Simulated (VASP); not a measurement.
A cell of CaO (rock salt) near equilibrium:

```
CELL_PARAMETERS angstrom
      0.00000     2.41955     2.41955
      2.41955     0.00000     2.41955
      2.41955     2.41955     0.00000
ATOMIC_POSITIONS crystal
  Ca 0.00000 0.00000 0.00000
  O  0.50000 0.50000 0.50000
```

Calculation: PBE GGA, VASP's PBE PAW potentials (set 64) (plane waves; VASP).

```json
[
 {"run": "as it is", "ΔE (meV/atom)": "0.0", "σxx": "-0.09", "σyy": "-0.09", "σzz": "-0.09", "largest shear component, with its sign (GPa)": "0.00", "gap (eV)": "3.64"},
 {"run": "after one change", "ΔE (meV/atom)": "15.0", "σxx": "-5.59", "σyy": "-5.59", "σzz": "-5.59", "largest shear component, with its sign (GPa)": "0.00", "gap (eV)": "3.64"}
]
```
Stress is in GPa, positive when the cell is compressed; gaps are those on the k-mesh, and 0.00 means metallic.

### Question
What was changed between the two runs?
A) isotropic strain of +3.0 %
B) uniaxial strain of -4.0 % along y
C) uniaxial strain of +0.5 % along x
D) isotropic strain of +2.0 %

### Answer
D, isotropic strain of +2.0 %

The compound is CaO in the rock salt structure.
